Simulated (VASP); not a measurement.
# BaZrO3 with PBE + D3(BJ): from relaxation to properties, part 2 of 5

Aim: relax BaZrO3 with PBE + D3(BJ), compute its properties on that cell and hold them against experiment. The start is a cell from a database of measured crystal structures.

VASP 6.6.1; PBE with D3(BJ); plane waves and PAW (Ba_sv, Zr_sv, O).

So far, gap on the k-mesh (eV): step 2 (relaxing cell and atoms (PBE + D3(BJ))) 3.26. The relaxed cell has a = 4.212 Å (conventional setting).

### 3. Second relaxation

A relaxation keeps the plane waves of the cell it began with, so it is repeated from the new cell, on a basis made for it.

INCAR reads:

```
SYSTEM = BaZrO3
PREC = Accurate
ENCUT = 520
EDIFF = 1E-06
NELM = 100
ISMEAR = 0
SIGMA = 0.05
LREAL = .FALSE.
ALGO = Normal
GGA = PE
IVDW = 12
NBANDS = 26
LASPH = .TRUE.
LORBIT = 11
LWAVE = .FALSE.
LCHARG = .FALSE.
KPAR = 4
IBRION = 2
NSW = 60
ISIF = 3
EDIFFG = -0.01
```

POSCAR reads:

```
BaZrO3
1.0
    4.2120241836      0.0000000000      0.0000000000
    0.0000000000      4.2120241836      0.0000000000
    0.0000000000      0.0000000000      4.2120241836
Ba Zr O
1 1 3
Direct
    0.0000000000      0.0000000000      0.0000000000
    0.5000000000      0.5000000000      0.5000000000
    0.0000000000      0.5000000000      0.5000000000
    0.5000000000      0.0000000000      0.5000000000
    0.5000000000      0.5000000000      0.0000000000
```

KPOINTS reads:

```
Automatic mesh
0
Gamma
5 5 5
0 0 0
```

PAW data sets: Ba_sv, Zr_sv and O (PBE family, release 64).

Command:

```console
mpirun -np 4 vasp_std
```

Output:

```text
[... set-up lines as in an earlier step ...]
 entering main loop
       N       E                     dE             d eps       ncg     rms          rms(c)
DAV:   1     0.323141012708E+03    0.32314E+03   -0.22020E+04   520   0.151E+03
DAV:   2    -0.270923329562E+02   -0.35023E+03   -0.34168E+03   654   0.375E+02
DAV:   3    -0.487938861950E+02   -0.21702E+02   -0.21636E+02   824   0.883E+01
DAV:   4    -0.493138309661E+02   -0.51994E+00   -0.51937E+00   698   0.114E+01
DAV:   5    -0.493280993791E+02   -0.14268E-01   -0.14267E-01   774   0.132E+00    0.281E+01
DAV:   6    -0.417976185434E+02    0.75305E+01   -0.42036E+01   596   0.410E+01    0.124E+01
DAV:   7    -0.417304873656E+02    0.67131E-01   -0.30545E+00   716   0.995E+00    0.759E+00
DAV:   8    -0.417135692040E+02    0.16918E-01   -0.35035E-01   644   0.465E+00    0.697E-01
DAV:   9    -0.417107354188E+02    0.28338E-02   -0.54414E-02   764   0.138E+00    0.509E-01
DAV:  10    -0.417126910655E+02   -0.19556E-02   -0.15351E-02   712   0.107E+00    0.270E-01
DAV:  11    -0.417122742240E+02    0.41684E-03   -0.22194E-03   658   0.402E-01    0.382E-02
DAV:  12    -0.417123313841E+02   -0.57160E-04   -0.17648E-04   642   0.970E-02    0.297E-02
DAV:  13    -0.417123306937E+02    0.69035E-06   -0.23956E-05   766   0.308E-02    0.526E-03
DAV:  14    -0.417123310257E+02   -0.33193E-06   -0.27445E-06   574   0.129E-02
   1 F= -.42923087E+02 E0= -.42923087E+02  d E =-.429231E+02
 curvature:   0.00 expect dE= 0.000E+00 dE for cont linesearch  0.000E+00
 trial: gam= 0.00000 g(F)=  0.000E+00 g(S)=  0.157E-06 ort = 0.000E+00 (trialstep = 0.100E+01)
 search vector abs. value=  0.158E-06
 reached required accuracy - stopping structural energy minimisation
```

Elapsed: 17 s, on 4 MPI ranks of AMD EPYC 7R13 (Zen 3), shared host; peak memory 0.68 GiB; 65 s of CPU time.

From OUTCAR (step 3):

```text
  LATTYP: Found a simple cubic cell.
 ALAT       =     4.2120241836

The static configuration has the point symmetry O_h .

 Found     10 irreducible k-points:

   ENCUT  =  520.0 eV  38.22 Ry    6.18 a.u.   7.83  7.83  7.83*2*pi/ulx,y,z

   NELECT =      40.0000    total number of electrons

 E-fermi :   3.8638

 k-point     1 :       0.0000    0.0000    0.0000
  band No.  band energies     occupation
    ...
     16       2.7214      2.00000
     17       2.7214      2.00000
     18       3.4446      2.00000
     19       3.4446      2.00000
     20       3.4446      2.00000
     21       6.8405      0.00000
     22       6.8405      0.00000
     23       6.8405      0.00000
     24       8.3197      0.00000
     25       8.3197      0.00000
    ...

 k-point     2 :       0.2000    0.0000    0.0000
  band No.  band energies     occupation
    ...
     16       2.3959      2.00000
     17       2.4593      2.00000
     18       2.6387      2.00000
     19       3.3320      2.00000
     20       3.3320      2.00000
     21       6.9725      0.00000
     22       7.6558      0.00000
     23       7.6558      0.00000
     24       8.9027      0.00000
     25       8.9360      0.00000
    ...

 Edisp (eV)   -1.21076

  Total      -0.00233    -0.00233    -0.00233    -0.00000     0.00000     0.00000
  in kB      -0.05000    -0.05000    -0.05000    -0.00000     0.00000     0.00000
  external pressure =       -0.05 kB  Pullay stress =        0.00 kB

  energy-cutoff  :      520.00
  volume of cell :       74.73
      direct lattice vectors                 reciprocal lattice vectors
     4.212024184  0.000000000  0.000000000     0.237415541  0.000000000  0.000000000
     0.000000000  4.212024184  0.000000000     0.000000000  0.237415541  0.000000000
     0.000000000  0.000000000  4.212024184     0.000000000  0.000000000  0.237415541

 POSITION                                       TOTAL-FORCE (eV/Angst)
 -----------------------------------------------------------------------------------
      0.00000      0.00000      0.00000         0.000000      0.000000      0.000000
      2.10601      2.10601      2.10601         0.000000      0.000000      0.000000
      0.00000      2.10601      2.10601         0.000000      0.000000      0.000000
      2.10601      0.00000      2.10601         0.000000      0.000000      0.000000
      2.10601      2.10601      0.00000         0.000000      0.000000      0.000000
 -----------------------------------------------------------------------------------
    total drift:                                0.000000     -0.000000     -0.000000

  FREE ENERGIE OF THE ION-ELECTRON SYSTEM (eV)
  ---------------------------------------------------
  free  energy   TOTEN  =       -42.9230872953 eV

  energy  without entropy=      -42.9230872953  energy(sigma->0) =      -42.92308730

 total charge
# of ion       s       p       d       tot
------------------------------------------
    1        2.001   5.633   0.263   7.896
    2        2.196   6.082   1.411   9.689
    3        1.561   3.480   0.000   5.041
    4        1.561   3.480   0.000   5.041
    5        1.561   3.480   0.000   5.041
--------------------------------------------------
tot          8.879  22.154   1.674  32.707

[... 5 parts as in an earlier step ...]

[... 6 further parts left out ...]
```

CONTCAR:

```
BaZrO3
   1.00000000000000
     4.2120241835999996    0.0000000000000000    0.0000000000000000
     0.0000000000000000    4.2120241835999996    0.0000000000000000
     0.0000000000000000    0.0000000000000000    4.2120241835999996
  Ba              Zr              O
     1     1     3
Direct
     0.0000000000000000    0.0000000000000000    0.0000000000000000
     0.5000000000000000    0.5000000000000000    0.5000000000000000
     0.0000000000000000    0.5000000000000000    0.5000000000000000
     0.5000000000000000    0.0000000000000000    0.5000000000000000
     0.5000000000000000    0.5000000000000000    0.0000000000000000
```

Little changed from the start: no atom moved by 0.005 Å and no cell edge by 0.1 %.

Numbers from this step:

| Quantity | Value |
| --- | --- |
| Fermi energy | 3.864 eV |
| pressure | -0.005 GPa |
| SCF cycles over all ionic steps | 14 |

It ends with forces that vanish by symmetry and a pressure of -0.01 GPa. The volume moved by under 0.01 %: the run met its threshold at the first step.

### 4. Density, ELF and potential (PBE + D3(BJ))

A single point on the relaxed cell gives a clean self-consistent state, with density, ELF and potential written out.

Edit INCAR of step 3 so:

```diff
@@ -15,7 +15,5 @@
 LWAVE = .FALSE.
-LCHARG = .FALSE.
-KPAR = 4
-IBRION = 2
-NSW = 60
-ISIF = 3
-EDIFFG = -0.01
+LCHARG = .TRUE.
+ISIF = 2
+LELF = .TRUE.
+LVHAR = .TRUE.
```

POSCAR is that of step 3.

KPOINTS is that of step 3.

Command:

```console
mpirun -np 4 vasp_std
```

Output:

```text
[banner, memory and clock lines left out]
running    4 mpi-ranks, on    1 nodes
 distrk:  each k-point on    4 cores,    1 groups
 distr:  one band on    1 cores,    4 groups

 POSCAR found type information on POSCAR BaZrO
 POSCAR found :  3 types and       5 ions
 LDA part: xc-table for (Slater+PW92), standard interpolation
|                                                                             |
|           W    W    AA    RRRRR   N    N  II  N    N   GGGG   !!!           |
|           W    W   A  A   R    R  NN   N  II  NN   N  G    G  !!!           |
|           W    W  A    A  R    R  N N  N  II  N N  N  G       !!!           |
|           W WW W  AAAAAA  RRRRR   N  N N  II  N  N N  G  GGG   !            |
|           WW  WW  A    A  R   R   N   NN  II  N   NN  G    G                |
|           W    W  A    A  R    R  N    N  II  N    N   GGGG   !!!           |
|                                                                             |
|     The number of bands has been changed from the values supplied in        |
|     The orbitals not found in the WAVECAR file will be initialized with     |
|     random numbers, which is usually adequate. For correlated               |
|     calculations, however, you should redo the groundstate calculation.     |
|     I found NBANDS = 26. Now, NBANDS = 28.                                  |
|                                                                             |

 POSCAR, INCAR and KPOINTS ok, starting setup
 FFT: planning ... GRIDC
 FFT: planning ... GRID_SOFT
 FFT: planning ... GRID
 WAVECAR not read
 entering main loop
       N       E                     dE             d eps       ncg     rms          rms(c)
DAV:   1     0.308187360497E+03    0.30819E+03   -0.21832E+04   560   0.141E+03
DAV:   2    -0.274921052149E+02   -0.33568E+03   -0.32582E+03   688   0.352E+02
DAV:   3    -0.486594780097E+02   -0.21167E+02   -0.21058E+02   852   0.824E+01
DAV:   4    -0.493183774795E+02   -0.65890E+00   -0.65760E+00   752   0.113E+01
DAV:   5    -0.493281008442E+02   -0.97234E-02   -0.97223E-02   780   0.116E+00    0.281E+01
DAV:   6    -0.417674386637E+02    0.75607E+01   -0.38307E+01   640   0.381E+01    0.123E+01
DAV:   7    -0.417253722222E+02    0.42066E-01   -0.30769E+00   752   0.915E+00    0.753E+00
DAV:   8    -0.417169222069E+02    0.84500E-02   -0.41165E-01   692   0.444E+00    0.787E-01
DAV:   9    -0.417109709059E+02    0.59513E-02   -0.75297E-02   744   0.147E+00    0.542E-01
DAV:  10    -0.417127705808E+02   -0.17997E-02   -0.18542E-02   772   0.109E+00    0.273E-01
DAV:  11    -0.417122731055E+02    0.49748E-03   -0.25342E-03   676   0.387E-01    0.389E-02
DAV:  12    -0.417123323616E+02   -0.59256E-04   -0.19909E-04   660   0.967E-02    0.455E-02
DAV:  13    -0.417123307836E+02    0.15780E-05   -0.29995E-05   808   0.371E-02    0.535E-03
DAV:  14    -0.417123310291E+02   -0.24549E-06   -0.47669E-06   668   0.149E-02
   1 F= -.42923087E+02 E0= -.42923087E+02  d E =-.284277E-16
```

Elapsed: 16 s, on 4 MPI ranks; peak memory 0.45 GiB.

From OUTCAR (step 4):

```text
The static configuration has the point symmetry O_h .

 Found     10 irreducible k-points:

   k-points           NKPTS =     10   k-points in BZ     NKDIM =     10   number of bands    NBANDS=     28

   NELECT =      40.0000    total number of electrons

 E-fermi :   3.8649

 k-point     1 :       0.0000    0.0000    0.0000
  band No.  band energies     occupation
    ...
     16       2.7216      2.00000
     17       2.7216      2.00000
     18       3.4448      2.00000
     19       3.4448      2.00000
     20       3.4448      2.00000
     21       6.8404      0.00000
     22       6.8404      0.00000
     23       6.8404      0.00000
     24       8.3198      0.00000
     25       8.3198      0.00000
    ...

 k-point     2 :       0.2000    0.0000    0.0000
  band No.  band energies     occupation
    ...
     16       2.3961      2.00000
     17       2.4596      2.00000
     18       2.6389      2.00000
     19       3.3322      2.00000
     20       3.3322      2.00000
     21       6.9724      0.00000
     22       7.6558      0.00000
     23       7.6558      0.00000
     24       8.9027      0.00000
     25       8.9361      0.00000
    ...

 Edisp (eV)   -1.21076

  Total      -0.00464    -0.00464    -0.00464    -0.00000     0.00000     0.00000
  in kB      -0.09941    -0.09941    -0.09941    -0.00000     0.00000     0.00000
  external pressure =       -0.10 kB  Pullay stress =        0.00 kB

  FREE ENERGIE OF THE ION-ELECTRON SYSTEM (eV)
  ---------------------------------------------------
  free  energy   TOTEN  =       -42.9230872987 eV

  energy  without entropy=      -42.9230872987  energy(sigma->0) =      -42.92308730

 total charge
# of ion       s       p       d       tot
------------------------------------------
    1        2.001   5.633   0.263   7.897
    2        2.196   6.082   1.411   9.689
    3        1.561   3.480   0.000   5.041
    4        1.561   3.480   0.000   5.041
    5        1.561   3.480   0.000   5.041
--------------------------------------------------
tot          8.879  22.153   1.674  32.707

[... 8 parts as in an earlier step ...]

[... 5 further parts left out ...]
```

This step gave:

```
electronic steps  : 14
bands             : 28
Fermi energy      : 3.865 eV
pressure          : -0.009941 GPa
gap on the k-mesh : 3.257 eV
```

Valence electrons inside each PAW sphere by angular momentum. Sphere charges, by row:

| atom | s (e) | p (e) | d (e) | tot (e) |
| --- | --- | --- | --- | --- |
| Ba1 | 2.001 | 5.633 | 0.263 | 7.897 |
| Zr2 | 2.196 | 6.082 | 1.411 | 9.689 |
| O3 | 1.561 | 3.48 | 0 | 5.041 |
| O4 | 1.561 | 3.48 | 0 | 5.041 |
| O5 | 1.561 | 3.48 | 0 | 5.041 |

ELF in the ac plane at fractional y = 0.500, with atoms of Zr and O within 0.2 Å of it. It is the smooth field of the valence electrons, not physical close to the nuclei.

Ten even steps from '0' (0.01) to '9' (0.81), each cell a mean:
```
00048987997200
00026999985100
32112455541012
76310233310157
99722688841489
89934999983599
58945998983597
79934999983598
99822799962499
88510245420268
54101234321124
10015899973100
00048998996200
00158975897300
```
Columns run along a (4.2 Å), rows up along c (4.2 Å). Atoms in or near the plane, at fractional coordinates: Zr at (0.50, 0.50), O at (0.00, 0.50), O at (0.50, 0.00).

Valence density in the ac plane at fractional y = 0.500, with atoms of Zr and O within 0.2 Å of it. It is the smooth field of the valence electrons, not physical close to the nuclei.

Ten even steps from '0' (0.0 e/Å³) to '9' (7.5 e/Å³), each cell a mean:
```
00000268510000
00000123200000
00000001000000
00000001000000
11000123200001
64101356420025
96201467631138
85101366520026
32000234310012
00000011100000
00000000000000
00000012100000
00000256410000
00000389610000
```
Columns run along a (4.2 Å), rows up along c (4.2 Å). Atoms in or near the plane, at fractional coordinates: Zr at (0.50, 0.50), O at (0.00, 0.50), O at (0.50, 0.00).

Electrostatic potential energy in the ac plane at fractional y = 0.500, with atoms of Zr and O within 0.2 Å of it. With pseudopotentials it is smooth inside the atoms' cores, unlike the true potential.

Ten even steps from '_' (-64 eV) to '@' (5 eV), each cell a mean:
```
@@@@@@@@@@**::::--%%@@@@@@@@
@@@@@@@@@@%%**++##@@@@@@@@@@
@@@@@@@@@@@@%%%%@@@@@@@@@@@@
@@@@@@@@@@##****##%%@@@@@@@@
%%@@@@@@##==::::--++%%@@@@%%
::==%%%%++::______--##@@##--
::::##%%==..______::**%%++::
::--%%%%++..______::**%%**::
++##@@@@**--....::==##@@%%**
@@@@@@@@%%**++==++##@@@@@@@@
@@@@@@@@@@@@%%%%%%@@@@@@@@@@
@@@@@@@@@@@@%%##%%@@@@@@@@@@
@@@@@@@@@@##--::==@@@@@@@@@@
@@@@@@@@@@++::::::%%@@@@@@@@
```
Columns run along a (4.2 Å; values clipped at the 3rd and 97th percentile), rows up along c (4.2 Å). Atoms in or near the plane, at fractional coordinates: Zr at (0.50, 0.50), O at (0.00, 0.50), O at (0.50, 0.00).

In this run the pressure is -0.01 GPa, small enough to go on.

[end of part 2 of 5]

[Lines on the potential files, build, host, timing and source positions are cut from VASP's logs without a mark.]

[Logs are printed without paths, hosts, clocks, repeated set-up lines and the standing remarks that a program may print on its own settings, such as how far it seeks lower states.]

[Hosts, paths, dates, database ids (printed as entryN), source tags and the programs' standing remarks are cut or masked in the printed files.]

[Measured values are set beside computed ones only where the two were judged alike; some that the calculation misses by far are left out.]

[In band tables of VASP the shares of atoms and orbitals are scaled to a sum of 1 inside the atoms' spheres.]
